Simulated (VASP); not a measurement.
Set up this calculation in VASP 6.6.1, as the native input.

| Item | Value |
| --- | --- |
| Task | relaxation of the atoms |
| Functional | PBEsol |
| Potentials or basis | VASP PAW PBE potentials, release 64 (W_sv) |
| Cutoff | 600 eV |
| k mesh | 16 × 16 × 16 |
| Occupations | methfessel-paxton, width 0.1 eV |
| Spin | no spin polarisation |
| Further INCAR settings | ALGO = Fast; EDIFF = 1e-07; IBRION = 2; EDIFFG = -0.01; NSW = 40 |

The structure of W lies in POSCAR:

```
W                                       
1.0
   -1.5670183596      1.5670183596      1.5670183596
    1.5670183596     -1.5670183596      1.5670183596
    1.5670183596      1.5670183596     -1.5670183596
  W             
     1
Direct
     0.0000000000000000    0.0000000000000000    0.0000000000000000
```

The cell isn't the ideal one: a relaxed cell with its volume scaled by 0.98.

The input as run:

INCAR

```
SYSTEM = W
ALGO = Fast
EDIFF = 1E-7
EDIFFG = -0.01
ENCUT = 600
GGA = PS
IBRION = 2
ISIF = 2
ISMEAR = 1
LASPH = .TRUE.
LCHARG = .FALSE.
LREAL = .FALSE.
LWAVE = .FALSE.
NELM = 80
NSW = 40
PREC = Accurate
SIGMA = 0.1
```

KPOINTS

```
k-points
0
G
  16 16 16
  0 0 0
```

Potentials or basis: VASP PAW PBE potentials, release 64 (W_sv).

Run with:

```bash
$ cat potpaw_PBE.64/W_sv/POTCAR > POTCAR
$ mpirun -np 1 vasp_std > vasp.out
```

It gave:

* Pressure after relaxing: 7.0 GPa
* Band gap on the k mesh: none (metal or under the smearing width)

Caveat: the relaxation stopped at its first step, so nothing moved; the PAW data sets were made with another functional, which shifts forces and pressure a little.

It took 10 s on 1 thread of Intel(R) Xeon(R) 6975P-C (Granite Rapids) (shared host), peak memory 0.16 GiB.
